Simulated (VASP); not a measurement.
Computed with PBE GGA with D3 dispersion (Becke-Johnson damping), VASP's PBE PAW potentials (set 64) (plane waves; VASP).

A VASP calculation is set up with these files.

**POSCAR**
```
Ca
1
    0.0000000000     2.7178743437     2.7178743437
    2.7178743437     0.0000000000     2.7178743437
    2.7178743437     2.7178743437     0.0000000000
Ca
1
Direct
  0.0000000000   1.0000000000   0.0000000000
```

**KPOINTS**
```
Automatic mesh
0
Gamma
12 12 12
0 0 0
```

INCAR:
```
ALGO = Normal
EDIFF = 1E-7
ENCUT = 520
GGA = PE
ISIF = 2
ISMEAR = 1
IVDW = 12
LASPH = T
LCHARG = F
LREAL = F
LWAVE = F
NELM = 100
PREC = Accurate
SIGMA = 0.1
SYSTEM = Ca
```

POTCAR, in this order: Ca_sv (PBE.64 set). Program: vasp_std.

The resulting files:

File OSZICAR:
```
       N       E                     dE             d eps       ncg     rms          rms(c)
DAV:   1     0.637207873738E+02    0.63721E+02   -0.51212E+03  1296   0.101E+03
DAV:   2    -0.687333029884E+00   -0.64408E+02   -0.64187E+02  1346   0.228E+02
DAV:   3    -0.188520325150E+01   -0.11979E+01   -0.11755E+01  1932   0.336E+01
DAV:   4    -0.193381929195E+01   -0.48616E-01   -0.48586E-01  1937   0.552E+00
DAV:   5    -0.193470330124E+01   -0.88401E-03   -0.88315E-03  2109   0.481E-01    0.216E+00
DAV:   6    -0.192466286956E+01    0.10040E-01   -0.12836E-02  1619   0.141E+00    0.132E+00
DAV:   7    -0.192149025642E+01    0.31726E-02   -0.17729E-02  1669   0.183E+00    0.104E-01
DAV:   8    -0.192103721433E+01    0.45304E-03   -0.22497E-03  1576   0.505E-01    0.201E-02
DAV:   9    -0.192104639634E+01   -0.91820E-05   -0.10453E-04  1928   0.882E-02    0.547E-03
DAV:  10    -0.192104714241E+01   -0.74607E-06   -0.58343E-06  1856   0.255E-02    0.794E-04
DAV:  11    -0.192104674511E+01    0.39729E-06   -0.26212E-07  2040   0.501E-03    0.381E-04
DAV:  12    -0.192104662272E+01    0.12240E-06   -0.11841E-08   926   0.877E-04    0.131E-04
DAV:  13    -0.192104666026E+01   -0.37540E-07   -0.54227E-09   849   0.476E-04
   1 F= -.21621135E+01 E0= -.21617488E+01  d E =-.109400E-02
```

OUTCAR:
```
------------------------ aborting loop because EDIFF is reached ----------------------------------------
 Edisp (eV)   -0.24107
  FORCE on cell =-STRESS in cart. coord.  units (eV):
  Direction    XX          YY          ZZ          XY          YZ          ZX
  --------------------------------------------------------------------------------------
  Total       0.00503     0.00503     0.00503     0.00000    -0.00000    -0.00000
  in kB       0.20085     0.20085     0.20085     0.00000    -0.00000    -0.00000
  external pressure =        0.20 kB  Pullay stress =        0.00 kB
  volume of cell :       40.15
      direct lattice vectors                 reciprocal lattice vectors
     0.000000000  2.717874344  2.717874344    -0.183967298  0.183967298  0.183967298
     2.717874344  0.000000000  2.717874344     0.183967298 -0.183967298  0.183967298
     2.717874344  2.717874344  0.000000000     0.183967298  0.183967298 -0.183967298
 POSITION                                       TOTAL-FORCE (eV/Angst)
 -----------------------------------------------------------------------------------
      0.00000      0.00000      0.00000         0.000000      0.000000      0.000000
 -----------------------------------------------------------------------------------
    total drift:                               -0.000000     -0.000000     -0.000000
  FREE ENERGIE OF THE ION-ELECTRON SYSTEM (eV)
  ---------------------------------------------------
  free  energy   TOTEN  =        -2.1621134871 eV

  energy  without entropy=       -2.1610194896  energy(sigma->0) =       -2.16174882
```
(Selected blocks of OUTCAR.)

The compound is Ca in the fcc structure. It was relaxed first, which changed the volume by -8 %.
